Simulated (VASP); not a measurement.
Input of a VASP 6.6.1 run:

Contents of INCAR:

```
SYSTEM = Rh
  PREC = Accurate
  ENCUT = 600
  EDIFF = 1E-7
  ISMEAR = 0
  SIGMA = 0.1
  LREAL = .FALSE.
  LASPH = .TRUE.
  NELM = 60
  ALGO = Normal
  ISIF = 3
  LWAVE = .FALSE.
  LCHARG = .FALSE.
  METAGGA = R2SCAN
  LMIXTAU = .TRUE.
  IBRION = 2
  NSW = 90
  EDIFFG = -0.005
```

KPOINTS

```
Automatic mesh
0
G
  18 18 18
  0 0 0
```

The input POSCAR:

```
Rh
1.0
    0.0000000000      1.9029860900      1.9029860900
    1.9029860900      0.0000000000      1.9029860900
    1.9029860900      1.9029860900      0.0000000000
Rh
1
Direct
    0.0000000000      0.0000000000      0.0000000000
```

Potentials or basis: VASP PAW PBE potentials, release 64 (Rh_pv).

Run with:

```sh
$ cat potpaw_PBE.64/Rh_pv/POTCAR > POTCAR
$ mpirun -np 1 vasp_std > vasp.out
```

Problem. Estimate the band gap on the k mesh.

Solution. None (metal or under the smearing width).

Problem. Estimate the relaxed cell.

Solution. a = 2.690 Å, b = 2.690 Å, c = 2.690 Å, α = 60.00°, β = 60.00°, γ = 60.00°.

Final structure:
```
Rh
1.0
     0.00000    1.90243    1.90243
     1.90243    0.00000    1.90243
     1.90243    1.90243    0.00000
Rh
1
Direct
  0.00000 0.00000 0.00000
```
